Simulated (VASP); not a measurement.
Data:

```xyz
1
Lattice="-1.7450 1.7450 1.7450 1.7450 -1.7450 1.7450 1.7450 1.7450 -1.7450" Properties=species:S:1:pos:R:3 pbc="T T T"
Li     0.0000     0.0000     0.0000
```

Calculation: PBE GGA, VASP's PBE PAW potentials (set 64) (plane waves; VASP). Numerical set-up: 350 eV cut-off, 13×13×13 Γ-centred mesh, first-order Methfessel-Paxton smearing of 0.10 eV, potentials Li_sv.

At this cut-off the stress carries a Pulay error, which pulls relaxed volumes low.

Q: Estimate the energy per atom (σ→0), pressure, band gap (on the k-mesh) with the smallest direct gap where there is one.

A: 
The band gap (on the k-mesh) comes out as none (metal, semimetal or under 0.01 eV), the energy per atom (σ→0) is -1.985 eV/atom and the pressure comes out as -6.83 GPa.

The absolute energy has meaning only against runs of the same code, potentials and settings.

The compound is Li in the bcc structure. The cell was not relaxed at this level. The run is one of a series of settings (ENCUT = 350 against the base run), some of them coarse on purpose.
